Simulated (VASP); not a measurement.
Input:

```
CELL_PARAMETERS angstrom
      1.57937    -2.73555     0.00000
      1.57937     2.73555     0.00000
      0.00000     0.00000    14.44313
ATOMIC_POSITIONS crystal
  Mo 0.33333 0.66667 0.25000
  Mo 0.66667 0.33333 0.75000
  S  0.33333 0.66667 0.85707
  S  0.66667 0.33333 0.35707
  S  0.66667 0.33333 0.14293
  S  0.33333 0.66667 0.64293
```

Calculation: PW91 GGA, VASP's PBE PAW potentials (set 64) (plane waves; VASP). Settings: 520 eV cut-off, 8×8×2 Γ-centred mesh, Gaussian smearing of 0.050 eV, potentials Mo_sv S.

Without a dispersion term in the relaxation, distances and binding between the weakly bound layers, chains or molecules are unreliable, and so is what depends on them.

The ions and cell shape at fixed volume are relaxed. Which structure does the run end with?

```
CELL_PARAMETERS angstrom
      1.59505    -2.76271     0.00000
      1.59505     2.76271     0.00000
      0.00000     0.00000    14.16050
ATOMIC_POSITIONS crystal
  Mo 0.33333 0.66667 0.25000
  Mo 0.66667 0.33333 0.75000
  S  0.33333 0.66667 0.86034
  S  0.66667 0.33333 0.36034
  S  0.66667 0.33333 0.13966
  S  0.33333 0.66667 0.63966
```
Space group P6_3/mmc (194), at a tolerance of 0.03 Å.

How much energy does the relaxation gain?

The energy (σ→0) changes by -7.4 meV/atom, in 8 ionic steps.

The compound is MoS2 in the 2H layered structure. This cell is one point of a volume scan, at 0.97 of the reference volume. Symmetry was kept, so distortions that lower it aren't found.
